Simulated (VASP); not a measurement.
An input for Quantum ESPRESSO's pw.x (written as the equivalent of a VASP run, and not itself run):

```
&CONTROL
  calculation = 'scf'
  pseudo_dir = './pseudo'
  outdir = './out'
  tprnfor = .true.
  tstress = .true.
/
&SYSTEM
  ibrav = 0
  nat = 7
  ntyp = 3
  ecutwfc = 86
  occupations = 'smearing'
  smearing = 'gaussian'
  degauss = 0.000735
  input_dft = 'pz'
/
&ELECTRONS
  conv_thr = 7.3e-08
  electron_maxstep = 100
/
ATOMIC_SPECIES
  Al 26.982 Al.upf
  Zn 65.380 Zn.upf
  Se 78.971 Se.upf
CELL_PARAMETERS angstrom
    -2.7667990    2.7667990    5.4250410
     2.7667990   -2.7667990    5.4250410
     2.7667990    2.7667990   -5.4250410
ATOMIC_POSITIONS crystal
  Al   0.2500000  0.7500000  0.5000000
  Al   0.5000000  0.5000000  0.0000000
  Zn   0.0000000  0.0000000  0.0000000
  Se   0.3931800  0.8821900  0.0127300
  Se   0.1178100  0.1305400  0.5109900
  Se   0.8694600  0.3804500  0.9872700
  Se   0.6195500  0.6068200  0.4890100
K_POINTS automatic
  4 4 4 0 0 0
```

**Question.** Translate this input to VASP (INCAR, KPOINTS, POSCAR, choice of POTCAR).

**Answer.** This is not unique; one that fits is 
File KPOINTS:
```
Automatic mesh
0
Gamma
4 4 4
0 0 0
```

INCAR:
```
EDIFF  =  1E-6   # SCF stop (eV)
LCHARG  =  .False.
SIGMA  =  0.01   # width (eV)
PREC  =  Accurate
LMAXMIX  =  4   # l cut-off of mixed one-centre charges
NELM  =  100   # most electronic steps
SYSTEM  =  Al2ZnSe4
ISIF  =  2
ALGO  =  Normal   # blocked Davidson
LWAVE  =  .False.
LASPH  =  .True.
ENCUT  =  300
ISMEAR  =  0   # Gaussian
LREAL  =  .False.   # projection in real space or not
```

**POSCAR**
```
Al2ZnSe4
6.6889030
 -0.4136401739   0.4136401739   0.8110509302
  0.4136401739  -0.4136401739   0.8110509302
  0.4136401739   0.4136401739  -0.8110509302
Al Zn Se
2 1 4
direct
  0.2500000000   0.7500000000   0.5000000000
  0.5000000000   0.5000000000   0.0000000000
  0.0000000000   0.0000000000   0.0000000000
  0.3931800000   0.8821900000   0.0127300000
  0.1178100000   0.1305400000   0.5109900000
  0.8694600000   0.3804500000   0.9872700000
  0.6195500000   0.6068200000   0.4890100000
```

POTCAR, in this order: Al Zn Se (LDA.64 set). Program: vasp_std.

What does not carry over: the potentials are each code's own (VASP's PAW set, PseudoDojo norm-conserving files in pw.x), so ENCUT and ecutwfc are chosen apart and not converted; conv_thr bounds pw.x's estimated SCF error, while EDIFF bounds the energy change between steps.

The structure comes from a computed database's Al2ZnSe4 entry (I-4); how it stands against other phases isn't given here. The cell was not relaxed at this level.
